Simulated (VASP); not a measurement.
Consider the following.

```
Bi
1.0
    4.12806    -2.32308    -0.01571
    4.06021     2.20025    -0.01571
    2.85901    -0.04289     3.70180
Bi
2
Direct
  0.23663   0.23663   0.23663
  0.76337   0.76337   0.76337
```

Calculation: PBEsol GGA, VASP's PBE PAW potentials (set 64) (plane waves; VASP). Numerical set-up: 480 eV cut-off, 10×10×10 Γ-centred mesh, first-order Methfessel-Paxton smearing of 0.10 eV, potentials Bi_d.

Unless said otherwise, spin-orbit coupling is left out, though it shifts the bands of the heavy elements here.

Task: Predict the energy per atom (σ→0), largest force, band gap (on the k-mesh) with the smallest direct gap where there is one.

Result: 
- band gap (on the k-mesh): none (metal, semimetal or under 0.01 eV)
- energy per atom (σ→0): -4.301 eV/atom
- largest force: 0.122 eV/Å

Total energies compare only between runs with the same potentials, cut-off and functional.

The compound is Bi in the a7 structure. This cell was strained or had an atom moved on purpose.
